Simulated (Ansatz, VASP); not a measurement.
# Cross-check of Pb2SO between VASP and Ansatz

Aim: how closely do two programs agree when they are given the same cell, functional and k mesh? The cell is invented: As first built, before any earlier steps moved the atoms (in the runner's words): it takes the PbS structure with some of its atoms replaced by other elements, volume scaled by an estimate. It may not be a known or stable phase. The cell is taken from a series of VASP runs on this material, whose earlier steps may have relaxed, scaled or displaced it; both programs get it as it stands.

Method: plane waves, with VASP 6.6.1 beside it; relaxation of cell and atoms at PBE, in Ansatz 0.2.0.

**1. The starting structure**

The structure is hexagonal, space group P-6m2 (No. 187). Conventional cell: a = 3.801 Å, b = 3.801 Å, c = 7.136 Å, α = 90.00°, β = 90.00°, γ = 120.00°. Pb has 3 O at 2.71 Å and 3 S at 2.95 Å nearest. S has 6 Pb at 2.95 Å nearest. Nearest to O lie 6 Pb at 2.71 Å. As first built, before any earlier steps moved the atoms (in the runner's words): sites of the PbS structure (space group 187) filled with other elements, volume scaled by an estimate. Farther neighbours and most contacts between anions are not listed.

**2. Ansatz: relaxation of cell and atoms, PBE**

Ansatz runs on its default PAW (the set named soft_2) files.

The relaxed volume is the usual yardstick between codes: its relative difference is about their pressure difference at one cell divided by the bulk modulus.

input.yaml reads:

```yaml
crystal:
  lattice:
    - [3.8005449973, 9.3e-09, 0.0]
    - [-1.9002729825, 3.2913691168, 0.0]
    - [0.0, 0.0, 7.1359378745]
  atoms:
    - { symbol: Pb, position: [0.0, 0.0, 0.2759835236] }
    - { symbol: Pb, position: [0.0, 0.0, 0.7240164764] }
    - { symbol: S, position: [0.66666667, 0.33333333, 0.0] }
    - { symbol: O, position: [0.66666667, 0.33333333, 0.5] }
hamiltonian:
  xc: pbe
  pseudopotentials: { kind: paw }
kpoints:
  mp_grid: { grid: [6, 6, 3] }
scf:
  occupations: { method: fermi_dirac, width: 0.05 }
relax:
  f_tol: 0.01
  max_steps: 60
  cell: { stress_tol: 0.05 }
output:
  forces: true
  stress: true
```

Command:

```console
> ansatz run input.yaml --threads 4 --pin off --max-ram 9216MiB --backend cpu --events-out ev --progress --plain --runs-dir out
```

Numbers of over 12 decimals in the logs are rounded to 6 here.

Output:

```text
Warning: the atoms were moved onto the symmetric positions of the space group found under crystal.symmetry.tolerance 1.0e-5 (fractional; no operation is sought that the atoms, as they stand in a round, miss by more than twice it, and no atom is moved by as much as it), and the run uses the moved positions. Before a round's move an operation carried an atom to 1.90e-8 Å from where it should land, the largest such dist [...]
Engine: ansatz 0.2.0, aarch64-unknown-linux-gnu
Pseudopotentials: kind: paw
Pseudopotential: Pb, paw, valence charge 14, recommended cutoff 420 eV (normal), Pb.paw.azcp
Pseudopotential: S, paw, valence charge 6, recommended cutoff 420 eV (normal), S.paw.azcp
Pseudopotential: O, paw, valence charge 6, recommended cutoff 420 eV (normal), O.paw.azcp
Functional definition: PBE
  parameter kappa = 0.804
  parameter beta = 0.066725
  exchange = pbe_x(kappa = kappa, mu = beta*pi^2/3)
  correlation = pbe_c(beta = beta)
Crystal: 4 atoms, lattice volume = 89.263 Å³
Basis set: ecut = 420 eV, 1763 PW (Γ), exchange–correlation on 54×54×96 points (8 copies of the dense FFT grid, shifted against one another)
Bands: 24, of which v1, the nominal top of the filled ones, is band 20 counted from 1 (19 counted from 0)
Symmetry: 12 space group operations
Space group: P-6m2 (ITA 187), of the structure as read, at distance tolerance 4.5e-5 Å
k-points: 14 of 108 (time reversal used)
Non-local potential: Pb, projectors of the file, l = 0: 2, l = 1: 2, l = 2: 2, l = 3: 2
Non-local potential: S, projectors of the file, l = 0: 2, l = 1: 2, l = 2: 2
Non-local potential: O, projectors of the file, l = 0: 2, l = 1: 2, l = 2: 1
PAW form: soft (Blöchl's): semilocal exchange-correlation on the pseudo side does not see the compensation charge
PAW one-centre angular grid: Pb, 590 points (default); XC on 64 Gauss nodes
PAW one-centre angular grid: S, 110 points (default); XC on 64 Gauss nodes
PAW one-centre angular grid: O, 110 points (default); XC on 64 Gauss nodes
Initial density: superposition of atomic densities (neutral atoms: chi_scale 0, normalization atom), corrected by the library's trained network
Initial wavefunctions: pseudopotential atomic-orbital guess
Functional: x = pbe(κ = 0.804, μ = 0.219515), c = pbe(β = 0.066725)
SCF iter   1: F=—  HF=-25282.066674 eV  |F-HF|=—  |Δ(HF+E_count)|=         —  Δρ=2.16e-3  dr2=3.95e-3  ethr=1.77e-3  ⟨swp⟩=6.6  Hψ=1599  notcnv=0
preconditioner: auto → Resta (q_TF=auto, 2.387 Å⁻¹)  ε∞=4.1  [insulator: Δε(μ)=0.233 eV  Ē_g=14.191 eV  σ=0.050 eV  W_gap=0.65  n_scr=22 (ndim 8)  ℏωp=24.9 eV  f_vac=0.007  D(μ)=0.28/eV (n_scr^D=0)  ε∞_Penn≈4.1]
SCF iter   2: F=—  HF=-25282.065113 eV  |F-HF|=—  |Δ(HF+E_count)|=   1.56e-3  Δρ=1.09e-3  dr2=8.84e-4  ethr=9.87e-6  ⟨swp⟩=2.1  Hψ=728  notcnv=0
SCF iter   3: F=—  HF=-25282.065610 eV  |F-HF|=—  |Δ(HF+E_count)|=   4.97e-4  Δρ=2.21e-4  dr2=4.60e-5  ethr=2.21e-6  ⟨swp⟩=2.0  Hψ=595  notcnv=0
SCF iter   4: F=—  HF=-25282.065647 eV  |F-HF|=—  |Δ(HF+E_count)|=   3.66e-5  Δρ=8.34e-5  dr2=7.25e-6  ethr=1.15e-7  ⟨swp⟩=2.1  Hψ=604  notcnv=0
SCF iter   5: F=—  HF=-25282.065659 eV  |F-HF|=—  |Δ(HF+E_count)|=   1.24e-5  Δρ=1.94e-5  dr2=5.35e-7  ethr=1.81e-8  ⟨swp⟩=2.0  Hψ=464  notcnv=0
SCF iter   6: F=-25282.065660 eV  HF=-25282.065660 eV  |F-HF|=2.95e-8  |Δ(HF+E_count)|=   7.93e-7  Δρ=4.43e-6  dr2=2.73e-8  ethr=2.50e-10  ⟨swp⟩=5.0  Hψ=1314  notcnv=0
SCF 1 converged in 6 iterations: F = -25282.065660 eV  dr2 = 2.73e-8
  greatest PAW one-centre occupation: 0.982 electrons in one spin orbital (limit 2), on the Pb atom at site 1 (counted from 0), in its partial waves of l = 2
relax step   1: F+E_penalty+E_count = -25282.06566023 eV  Δ(F+E_penalty+E_count) = +0.000e0 eV  max|allowed force component| = 9.288e-4 eV/Å  Δτ_max = 0.0000 Å  P = +0.048 GPa  Ω = 89.263 Å³  (6 SCF iters, dr2 threshold 1.00e-7 eV, accepted)
[...]
relax step   2: F+E_penalty+E_count = -25282.06549829 eV  Δ(F+E_penalty+E_count) = +1.619e-4 eV  max|allowed force component| = 8.686e-3 eV/Å  Δτ_max = 0.0008 Å  P = -0.054 GPa  Ω = 89.424 Å³  energy of the carried Pulay correction = -1.557e-4 eV  (6 SCF iters, dr2 threshold 8.36e-9 eV, rejected (line search))
[...]
relax step   3: F+E_penalty+E_count = -25282.06559968 eV  Δ(F+E_penalty+E_count) = +6.055e-5 eV  max|allowed force component| = 4.428e-3 eV/Å  Δτ_max = 0.0002 Å  P = +0.001 GPa  Ω = 89.339 Å³  energy of the carried Pulay correction = -7.351e-5 eV  (7 SCF iters, accepted)
[...]
relax step   4: F+E_penalty+E_count = -25282.06563847 eV  Δ(F+E_penalty+E_count) = -3.879e-5 eV  max|allowed force component| = 4.429e-3 eV/Å  Δτ_max = 0.0000 Å  P = +0.002 GPa  Ω = 89.339 Å³  stress off target by 2.15e-3 GPa  SCF on the basis re-selected at this cell (its energy is not comparable with the rows above)  (8 SCF iters)
basis re-selected at this cell: Δ(F+E_penalty+E_count) = -3.879e-5 eV, ΔP = +0.001 GPa vs the last step (what re-selecting the basis moved, of the pressure what is left beyond the Pulay correction that the steps carried, after the strain that the cell walked since its last selection, with what the two solves' SCF thresholds leave and, on support functions, any second-order correction that the steps lacked; it is no m [...]
SCF converged after 8 iterations
Free energy (F): -25282.065638 eV
Harris-Foulkes:  -25282.065638 eV  (|F-HF|=7.28e-12)
Internal energy: -25282.063457 eV  (E = F + TS)
E sigma→0 (E₀):  -25282.064548 eV
Entropy (-TS):   -0.002182 eV (-0.545 meV/atom)
Fermi energy:    8.889218 eV
--- Per-component energies (eV) ---
  E_band       = -95.418399
  E_kinetic    = 852.267673
  E_local      = -2618.957469  (includes V_loc(G=0)·N_el)
  E_nonlocal   = 776.634637
  E_hartree    = 1021.096278
  E_xc         = -613.064215
  E_vxc        = -446.809630  (∫ρ·V_xc dr)
  E_paw        = -21563.803768  (= ΣΔE_a)
  E_vpaw       = -700.748598  (= ΣTr[D̂ρ^β])
  E_aug_tail   = 0.002434  (compensation charges beyond the density's cutoff)
  E_ewald      = -3136.239026
  E_smearing   = -0.002182  (= −TS)
  E_closure    = -0.000000  (closes the sum)
  Σ components = -25282.065638   (vs F -25282.065638, Δ=0.00e0)
--- Forces (eV/Å), atoms counted from 1 ---
  atom   1  Pb    -0.00000000     0.00000000    -0.00442935
  atom   2  Pb    -0.00000000     0.00000000     0.00442935
  atom   3  S      0.00000000    -0.00000000    -0.00000000
  atom   4  O      0.00000000    -0.00000000    -0.00000000
  max |Σ_I F_I| component: 3.54e-16 eV/Å
--- Stress (GPa, compression-positive) ---
        0.002148      -0.000000      -0.000000
       -0.000000       0.002148       0.000000
       -0.000000       0.000000       0.001013
  P = ⅓ Tr σ = 0.0018 GPa (0.018 kbar)
--- Relaxed structure (3 steps of the walk, 2 accepted, 1 SCFs on fresh bases) ---
  F+E_penalty+E_count = -25282.06563847 eV   max|allowed force component| = 4.429e-3 eV/Å   (the final SCF, on the basis selected at the relaxed cell)
  cell:  # Å, volume = 89.3394 Å³
    - [3.802230, 2.841268004455199e-7, 0.0]
    - [-1.901115, 3.292827, 0.0]
    - [0.0, 0.0, 7.135681]
  atoms:
    - { symbol: Pb, position: [1.8503717008154228e-17, -1.8503717008154225e-17, 0.276015] }
    - { symbol: Pb, position: [1.8503717008154228e-17, -1.8503717008154225e-17, 0.723985] }
    - { symbol: S, position: [0.666667, 0.333333, 0] }
    - { symbol: O, position: [0.666667, 0.333333, 0.500000] }
```

Wall time 5.8 s (4 threads of Arm Neoverse N1, shared host); peak memory 0.36 GiB.

**3. VASP: relaxation of cell and atoms, PBE**

The same cell, functional, mesh and smearing now go to VASP, with its own data sets and cutoff.

Lines of VASP's logs that name or quote its potential files are left out, and so is its time.

INCAR reads:

```
SYSTEM = Pb2SO
PREC = Accurate
ENCUT = 520
EDIFF = 1E-06
NELM = 100
ISMEAR = -1
SIGMA = 0.05
LREAL = .FALSE.
ALGO = Normal
GGA = PE
LORBIT = 11
LWAVE = .FALSE.
LCHARG = .FALSE.
KPAR = 2
IBRION = 2
NSW = 60
ISIF = 3
EDIFFG = -0.01
```

POSCAR reads:

```
Pb2SO
1.0
    3.8005449973      0.0000000093      0.0000000000
   -1.9002729825      3.2913691168      0.0000000000
    0.0000000000      0.0000000000      7.1359378745
Pb S O
2 1 1
Direct
    0.0000000000      0.0000000000      0.2759835236
    0.0000000000      0.0000000000      0.7240164764
    0.6666666700      0.3333333300      0.0000000000
    0.6666666700      0.3333333300      0.5000000000
```

KPOINTS reads:

```
Automatic mesh
0
Gamma
6 6 3
0 0 0
```

PAW data sets: Pb_d, S and O (PBE family, release 64).

Command:

```console
> mpirun -np 2 vasp_std
```

Output:

```text
[banner, memory and clock lines left out]
running    2 mpi-ranks, on    1 nodes
 distrk:  each k-point on    1 cores,    2 groups
 distr:  one band on    1 cores,    1 groups

 POSCAR found type information on POSCAR PbS O
 POSCAR found :  3 types and       4 ions
 LDA part: xc-table for (Slater+PW92), standard interpolation
 POSCAR, INCAR and KPOINTS ok, starting setup
 FFT: planning ... GRIDC
 FFT: planning ... GRID_SOFT
 FFT: planning ... GRID
 WAVECAR not read
 entering main loop
       N       E                     dE             d eps       ncg     rms          rms(c)
DAV:   1     0.440098786645E+03    0.44010E+03   -0.20250E+04   672   0.190E+03
DAV:   2     0.349420032926E+02   -0.40516E+03   -0.39975E+03   696   0.479E+02
DAV:   3    -0.197557279797E+02   -0.54698E+02   -0.53482E+02   960   0.186E+02
DAV:   4    -0.215767096638E+02   -0.18210E+01   -0.18195E+01   744   0.378E+01
DAV:   5    -0.216390725713E+02   -0.62363E-01   -0.62353E-01   984   0.671E+00    0.103E+01
DAV:   6    -0.191310241934E+02    0.25080E+01   -0.24842E+01   976   0.312E+01    0.823E+00
DAV:   7    -0.184957631234E+02    0.63526E+00   -0.92387E+00   912   0.131E+01    0.312E+00
DAV:   8    -0.184628321149E+02    0.32931E-01   -0.59269E-01   792   0.493E+00    0.177E+00
DAV:   9    -0.184620656556E+02    0.76646E-03   -0.11434E-01  1080   0.232E+00    0.530E-01
DAV:  10    -0.184587482607E+02    0.33174E-02   -0.33701E-02  1040   0.120E+00    0.135E-01
DAV:  11    -0.184591978491E+02   -0.44959E-03   -0.19410E-03   752   0.268E-01    0.473E-02
DAV:  12    -0.184593244058E+02   -0.12656E-03   -0.26966E-04   896   0.155E-01    0.264E-02
DAV:  13    -0.184593197710E+02    0.46348E-05   -0.54025E-05  1056   0.538E-02    0.181E-02
DAV:  14    -0.184593193229E+02    0.44817E-06   -0.14774E-05   904   0.224E-02    0.623E-03
DAV:  15    -0.184593194971E+02   -0.17426E-06   -0.80649E-07   520   0.720E-03
   1 F= -.18459319E+02 E0= -.18458233E+02  d E =-.184593E+02
 curvature:   0.00 expect dE= 0.000E+00 dE for cont linesearch  0.000E+00
 trial: gam= 0.00000 g(F)=  0.240E-05 g(S)=  0.649E-05 ort = 0.000E+00 (trialstep = 0.100E+01)
 search vector abs. value=  0.889E-05
 reached required accuracy - stopping structural energy minimisation
```

OUTCAR, selected parts (step 3):

```text
ion  position               nearest neighbor table
   1  0.000  0.000  0.276-   4 2.71   4 2.71   4 2.71   3 2.95   3 2.95   3 2.95   2 3.20   2 3.94

  LATTYP: Found a hexagonal cell.
 ALAT       =     3.8005449973
 C/A-ratio  =     1.8776091007

 Subroutine GETGRP returns: Found 12 space group operations
 (whereof 12 operations were pure point group operations)

The static configuration has the point symmetry D_3h.

 Found     14 irreducible k-points:

   k-points           NKPTS =     14   k-points in BZ     NKDIM =     14   number of bands    NBANDS=     24

   dimension x,y,z NGX =    28 NGY =   28 NGZ =   54
   dimension x,y,z NGXF=    56 NGYF=   56 NGZF=  108

   ENCUT  =  520.0 eV  38.22 Ry    6.18 a.u.   7.07  7.07 13.27*2*pi/ulx,y,z

   NELECT =      40.0000    total number of electrons

 k-points in reciprocal lattice and weights: Automatic mesh
   0.00000000  0.00000000  0.00000000       0.009
   0.16666667  0.00000000  0.00000000       0.056
   0.33333333  0.00000000  0.00000000       0.056
   0.50000000  0.00000000  0.00000000       0.028
   0.16666667  0.16666667  0.00000000       0.056
   0.33333333  0.16666667  0.00000000       0.111
   0.33333333  0.33333333  0.00000000       0.019
   0.00000000  0.00000000  0.33333333       0.019
   0.16666667  0.00000000  0.33333333       0.111
[...]
0.33333333  0.16666667  0.33333333       0.222
   0.33333333  0.33333333  0.33333333       0.037

 average (electrostatic) potential at core
       1 -91.4307       2 -91.4307       3 -85.1463       4 -68.6545

 E-fermi :   5.8414

 k-point     1 :       0.0000    0.0000    0.0000
  band No.  band energies     occupation
    ...
     15       3.5408      2.00000
     16       3.9010      2.00000
     17       3.9010      2.00000
     18       4.8754      2.00000
     19       4.8754      2.00000
     20       6.0419      0.03562
     21       6.6934      0.00000
     22      10.5213      0.00000
     23      10.5213      0.00000
     24      11.4564      0.00000

 k-point     2 :       0.1667    0.0000    0.0000
  band No.  band energies     occupation
    ...
     16       3.7134      2.00000
     17       3.7270      2.00000
     18       4.0308      2.00000
     19       4.6967      2.00000
     20       5.2575      1.99998
     21       7.8559      0.00000
     22       9.0741      0.00000
     23      10.1176      0.00000
     24      10.6581      0.00000

 k-point     3 :       0.3333    0.0000    0.0000
  band No.  band energies     occupation
    ...
     16       3.2215      2.00000
     17       3.3178      2.00000
     18       3.9927      2.00000
     19       4.1574      2.00000
     20       4.4574      2.00000
     21       7.5847      0.00000
     22       8.8959      0.00000
     23       9.0018      0.00000
     24       9.5733      0.00000

  Total       -0.0034734     -0.0034734     -0.0226634      0.0000000      0.0000000      0.0000000
  in kB       -0.0623437     -0.0623437     -0.4067825      0.0000000      0.0000000      0.0000000
  external PRESSURE =      -0.1771566 kB  Pullay stress =       0.0000000 kB

  energy-cutoff  :      520.00
  volume of cell :       89.26
      direct lattice vectors                 reciprocal lattice vectors
     3.800544997  0.000000009  0.000000000     0.263120158  0.151912505  0.000000000
    -1.900272982  3.291369117  0.000000000    -0.000000001  0.303824932  0.000000000
     0.000000000  0.000000000  7.135937874     0.000000000  0.000000000  0.140135749

 POSITION                                       TOTAL-FORCE (eV/Angst)
 -----------------------------------------------------------------------------------
      0.00000      0.00000      1.96940         0.000000      0.000000     -0.004992
      0.00000      0.00000      5.16654         0.000000      0.000000      0.004992
      1.90027      1.09712      0.00000         0.000000      0.000000      0.000000
      1.90027      1.09712      3.56797        -0.000000     -0.000000      0.000000
 -----------------------------------------------------------------------------------
    total drift:                               -0.000025      0.000030      0.000000

  FREE ENERGIE OF THE ION-ELECTRON SYSTEM (eV)
  ---------------------------------------------------
  free  energy   TOTEN  =       -18.4593194971 eV

  energy  without entropy=      -18.4571462882  energy(sigma->0) =      -18.45823289

 reached required accuracy - stopping structural energy minimisation

 total charge
# of ion       s       p       d       tot
------------------------------------------
    1        1.480   0.493   9.846  11.818
    2        1.480   0.493   9.846  11.818
    3        1.356   2.338   0.000   3.695
    4        1.587   3.254   0.000   4.841
--------------------------------------------------
tot          5.903   6.579  19.691  32.172

[... 3 further parts left out ...]
```

The k-mesh is coarse for a metal. The run keeps the 12 symmetry operations of its start, so it cannot find a distortion of lower symmetry.

**4. Comparison**

Known differences besides the potentials themselves: both relaxations stop at a tolerance, which leaves soft axes loose, and VASP keeps its plane-wave basis; the cutoff is 420 eV in Ansatz and 520 eV in VASP; VASP leaves aspherical gradient terms in its spheres out (LASPH is not set), Ansatz keeps them; Ansatz adds a Pulay correction to the stress that steers its cell, VASP none. Total energies have different zeros and are not compared.

The two programs side by side:

```
                                         quantity  Ansatz   VASP  difference
                                      volume (Å³)   89.34  89.26     +0.09 %
edge a after relaxation, in the typed setting (Å)   3.802  3.800     +0.04 %
edge c after relaxation, in the typed setting (Å)   7.136  7.136     +0.00 %
```

The walks stopped with 0.00 GPa left in Ansatz and -0.02 GPa in VASP; each walk ends within a tolerance, so the volume difference is uncertain by about these residues over the bulk modulus, most in soft cells.

**5. Outcome**

```
difference in volume (relaxation of cell and atoms, PBE) : 0.085 %
```

What this shows: The difference in volume is 0.085 % (relaxation of cell and atoms, PBE), within the 1.2 % picked in this series as the mark of a large difference, as far as the stopping tolerances let one tell. Such differences can come from data sets, numerical settings and the points named under the comparisons, not from the functional's error against experiment.

[Lines on the potential files, build, host, timing and source positions are cut from VASP's logs without a mark.]

[Logs are printed without paths, hosts, clocks, repeated set-up lines and the standing remarks that a program may print on its own settings, such as how far it seeks lower states.]

[Hosts, paths, dates, database ids (printed as entryN), source tags and the programs' standing remarks are cut or masked in the printed files.]
